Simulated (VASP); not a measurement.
Here is the system:

```xyz
2
Lattice="4.2282 0.0000 0.0000 0.0000 4.2282 0.0000 0.0000 0.0000 4.2282" Properties=species:S:1:pos:R:3 pbc="T T T"
K      0.0000     0.0000     0.0000
I      2.1141     2.1141     2.1141
```

Method: PBEsol GGA, VASP's PBE PAW potentials (set 64) (plane waves; VASP 6.6.1). Run with 400 eV cut-off, 6×6×6 Γ-centred mesh, Gaussian smearing of 0.050 eV, potentials K_sv I.

Unless said otherwise, spin-orbit coupling is left out, though it shifts the bands of the heavy elements here.

Task: Estimate the energy per atom (σ→0), band gap (on the k-mesh) with the smallest direct gap where there is one.

Result: 
| Quantity | Result |
|---|---|
| band gap (on the k-mesh) | 3.29 eV |
| smallest direct gap (on the k-mesh) | 3.68 eV |
| energy per atom (σ→0) | -2.864 eV/atom |

The absolute energy has meaning only against runs of the same code, potentials and settings.

The structure was generated: KI was put into the CsCl type type (Pm-3m), which need not be its known phase. It was relaxed first, which changed the volume by -14 %. The start is the result of an earlier pass.
